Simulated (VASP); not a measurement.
A convergence study with VASP on Er (space group no. 194 when undisturbed): a few settings are varied, all else stays as given below, so the limit is that of these other settings. One atom is moved off its site, so that forces are finite.

```
CELL_PARAMETERS angstrom
      1.77110    -3.06764     0.00000
      1.77110     3.06764     0.00000
      0.00000     0.00000     5.56205
ATOMIC_POSITIONS crystal
  Er 0.33333 0.66667 0.25899
  Er 0.66667 0.33333 0.75000
```
Starting moments (μB, in the order of the record's atoms Er Er): 3.0 3.0.

All values below come from PBEsol GGA, VASP's PBE PAW potentials (set 64) (plane waves; VASP). The last row used: 300 eV cut-off, 11×11×6 Γ-centred mesh, Fermi-Dirac smearing of 0.10 eV, potentials Er.

| setting | E (eV/atom) | pressure (GPa) | largest force (eV/Å) | moment (μB) | irreducible k-points |
|---|---|---|---|---|---|
| EDIFF = 1E-01 | -5.1611 | 42.73 | 0.165 | 4.670 | 84 |
| EDIFF = 1E-02 | -5.2392 | 3.33 | 0.204 | 4.339 | 84 |
| EDIFF = 1E-03 | -5.2246 | 2.83 | 0.220 | 4.386 | 84 |
| EDIFF = 1E-04 | -5.2381 | -0.92 | 0.188 | 4.648 | 84 |
| EDIFF = 1E-05 | -5.2385 | -1.03 | 0.185 | 4.648 | 84 |
| EDIFF = 1E-06 | -5.2383 | -1.15 | 0.188 | 4.647 | 84 |
| EDIFF = 1E-07 | -5.2383 | -1.16 | 0.187 | 4.648 | 84 |
| EDIFF = 1E-08 | -5.2383 | -1.14 | 0.187 | 4.647 | 84 |
| EDIFF = 1E-10 | -5.2383 | -1.14 | 0.187 | 4.647 | 84 |

Left out are rungs that failed or repeat a setting and relaxations that didn't move; long series are thinned to 24 rows.

The structure is a typed Er crystal (space group no. 194). The cell was not relaxed at this level, it is distorted from the ideal structure. The spin order is the one that the start imposed; others were not tried in this run.
